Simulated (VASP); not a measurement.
Tc3Sn:

```
Sn Tc
1.0
     5.65336    0.00000    0.00000
    -2.82668    4.89595    0.00000
     0.00000    0.00000    4.60314
Sn Tc
2 6
Direct
  0.33333 0.66667 0.75000
  0.66667 0.33333 0.25000
  0.16492 0.32984 0.25000
  0.16492 0.83508 0.25000
  0.67016 0.83508 0.25000
  0.83508 0.67016 0.75000
  0.83508 0.16492 0.75000
  0.32984 0.16492 0.75000
```

The cell comes from a database or a generator and needn't be the stable form of this composition.

```yaml
Program: VASP 6.6.1
Task: single point
Functional: PBE
Potentials_or_basis: VASP PAW PBE potentials, release 64 (Sn_d, Tc_pv)
Cutoff: 520 eV
k_mesh: 6 × 6 × 6
Occupations: fermi-dirac, width 0.05 eV
Spin: no spin polarisation
```

On this cell: pressure -1.6 GPa; largest force 0.073 eV/Å; band gap on the k mesh none (metal or under the smearing width).

The same run follows on a disturbed copy (atoms moved at random, drawn with an rms of 0.05 Å):

```
Sn Tc
1.0
     5.65336    0.00000    0.00000
    -2.82668    4.89595    0.00000
     0.00000    0.00000    4.60314
Sn Tc
2 6
Cartesian
  -0.0305 3.2454 3.4472
  2.8834 1.6227 1.1455
  0.0164 1.6173 1.1322
  -1.4265 4.0971 1.1565
  1.4765 4.0375 1.1264
  2.8374 3.2991 3.4588
  4.2060 0.7824 3.4773
  1.4056 0.7994 3.4158
```

Task: What changes?

Result: The energy (extrapolated to zero smearing) moves by +4.8 meV/atom; pressure -1.3 GPa; largest force 0.454 eV/Å; band gap on the k mesh none (metal or under the smearing width).

Forces on the atoms (eV/Å):
```
Sn   0.355 -0.114 -0.083
Sn  -0.358 -0.157  0.090
Tc   0.240 -0.093  0.089
Tc   0.005  0.205 -0.078
Tc  -0.207  0.117  0.089
Tc  -0.339  0.021 -0.068
Tc   0.370 -0.090 -0.247
Tc  -0.068  0.111  0.208
```

Stress tensor (GPa, compression positive):
```
-1.21 -0.03 -0.11
-0.03 -0.85 -0.14
-0.11 -0.14 -1.94
```
